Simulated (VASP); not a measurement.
Given:

```yaml
crystal:
  lattice:
    - [0.00000, 3.23200, 3.23200]
    - [3.23200, 0.00000, 3.23200]
    - [3.23200, 3.23200, 0.00000]
  atoms:
    - { symbol: Mg, position: [0.00000, 0.00000, 0.00000] }
    - { symbol: Te, position: [0.75000, 0.75000, 0.75000] }
```

All values below come from G0W0 on PBE orbitals, VASP's PBE PAW potentials (set 64) (plane waves; VASP 6.6.1). Numerical set-up: PREC = Normal, 500 eV cut-off, 4×4×4 Γ-centred mesh, Gaussian smearing of 0.010 eV, potentials Mg_sv_GW Te_GW.

The mesh is coarse and the basis finite, so the quasiparticle values are not converged.

### Question
The job: MgTe (space group F-43m), 2 atoms, G0W0@PBE, GW step (88 bands), 500 eV, 4×4×4 Γ-centred mesh. Roughly how much core time does it take on a busy server core?

### Answer
About 4 core-minutes (one run on a shared machine, a rough figure). It had 8 irreducible k-points, 88 bands, up to 1724 plane waves and 0 electronic steps.

The structure comes from a computed database's MgTe entry (F-43m); how it stands against other phases isn't given here. The cell was not relaxed at this level. The k-mesh is coarse (spacing up to 0.42 per Å, 2π included), so the numbers may not be converged in it.
